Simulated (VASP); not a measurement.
Here is a VASP 6.6.1 calculation.

File INCAR:

```
ALGO = Normal
EDIFF = 1E-6
ENCUT = 520
GGA = CA
ISIF = 2
ISMEAR = 0
LASPH = T
LCHARG = F
LREAL = F
LWAVE = F
NELM = 100
PREC = Accurate
SIGMA = 0.1
```

Contents of KPOINTS:

```
k-points
0
Gamma
  4 7 7
```

POSCAR

```
Lu2Ge3
6.8488
    1.000004088307      0.000000000000      0.000000000000
    0.000000000000      0.315894463322      0.550616750467
    0.000000000000     -0.315894463322      0.550616750467
Lu Ge
2 3
Direct
    0.2707740000      0.0000440000      0.0000440000
    0.7292260000      0.0000440000      0.0000440000
    0.0000000000      0.3336090000      0.3336090000
    0.5000000000      0.3331770000      0.3331770000
    0.0000000000      0.6665080000      0.6665080000
```

Potentials or basis: VASP PAW PBE potentials, release 64 (Lu, Ge_d).

Run with:

```console
$ cat potpaw_PBE.64/Lu/POTCAR potpaw_PBE.64/Ge_d/POTCAR > POTCAR
$ mpirun -np 1 vasp_std > vasp.out
```

(1) Estimate the band gap on the k mesh.

(2) Predict the largest force.

(3) Estimate the pressure.

## Answers

(1) none (metal or under the smearing width).

(2) 0.151 eV/Å.

(3) -4.6 GPa.

Caveat: the PAW data sets were made with another functional, which shifts forces and pressure a little.
